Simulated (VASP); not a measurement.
A convergence study with VASP on Tm (hcp): a few settings are varied, all else stays as given below, so the limit is that of these other settings. The cell's lengths are 1 % over those of the tabulated start and one atom is moved, so it is off equilibrium.

```yaml
crystal:
  lattice:
    - [1.78770, -3.09639, 0.00000]
    - [1.78770, 3.09639, 0.00000]
    - [0.00000, 0.00000, 5.60550]
  atoms:
    - { symbol: Tm, position: [0.33333, 0.66667, 0.25000] }
    - { symbol: Tm, position: [0.68362, 0.35028, 0.75000] }
```

Calculation: PBE GGA, VASP's PBE PAW potentials (set 64) (plane waves; VASP). The last row used: 900 eV cut-off, 10×10×6 Γ-centred mesh, first-order Methfessel-Paxton smearing of 0.10 eV, potentials Tm_3.

The 4f electrons are frozen in the core of the lanthanide potential, so 4f levels, which can set the real gap, and their magnetism are missing. Energies of different potentials or hybrids have different zeros.

```json
[
 {"setting": "ENCUT = 300", "E (eV/atom)": "(withheld)", "pressure (GPa)": "(withheld)", "plane waves": "748"},
 {"setting": "ENCUT = 400", "E (eV/atom)": "(withheld)", "pressure (GPa)": "-1.08", "plane waves": "1142"},
 {"setting": "ENCUT = 520", "E (eV/atom)": "-4.4752", "pressure (GPa)": "-1.08", "plane waves": "1701"},
 {"setting": "ENCUT = 700", "E (eV/atom)": "-4.4752", "pressure (GPa)": "-1.08", "plane waves": "2635"},
 {"setting": "ENCUT = 900", "E (eV/atom)": "-4.4752", "pressure (GPa)": "-1.08", "plane waves": "3843"}
]
```

**Question.** What belongs in the gaps?

**Answer.** 
- ENCUT = 300, E (eV/atom): -4.4747
- ENCUT = 300, pressure (GPa): -1.10
- ENCUT = 400, E (eV/atom): -4.4751

Left out are rungs that failed or repeat a setting and relaxations that didn't move; long series are thinned to 24 rows.

The compound is Tm in the hcp structure. The cell was not relaxed at this level, it is distorted from the ideal structure.
